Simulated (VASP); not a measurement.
All values below come from LDA (Ceperley-Alder, Perdew-Zunger), VASP's LDA PAW potentials (set 64) (plane waves; VASP).

The input files of a VASP run:

INCAR:
```
ALGO  =  Normal
EDIFF  =  1E-8
EDIFFG  =  -0.001
ENCUT  =  400
IBRION  =  1
ISIF  =  2
ISMEAR  =  0
LASPH  =  T
LCHARG  =  F
LMAXMIX  =  4
LREAL  =  F
LWAVE  =  F
NELM  =  100
NSW  =  30
PREC  =  Accurate
SIGMA  =  0.05
SYSTEM  =  GaP
```

**KPOINTS**
```
Automatic mesh
0
Gamma
8 8 8
0 0 0
```

### POSCAR
```
GaP
1
    0.0000000000     2.6950256446     2.6950256446
    2.6950256446     0.0000000000     2.6950256446
    2.6950256446     2.6950256446     0.0000000000
Ga P
1 1
Direct
  0.0000000000   0.0000000000   0.0000000000
  0.2500000000   0.2500000000   0.2500000000
```

POTCAR, in this order: Ga_d P (LDA.64 set). Program: vasp_std.

What will the output report for the number of irreducible k-points (NKPTS), largest plane-wave count, number of space-group operations, FFT grid (NGX, NGY, NGZ)?

```yaml
number of irreducible k-points (NKPTS): 29
largest_plane_wave_count: 725
number_of_space_group_operations: 24
FFT grid (NGX, NGY, NGZ): 28 × 28 × 28
```

The structure comes from a computed database's GaP entry (F-43m); how it stands against other phases isn't given here. It was relaxed first. The start is the result of an earlier pass.
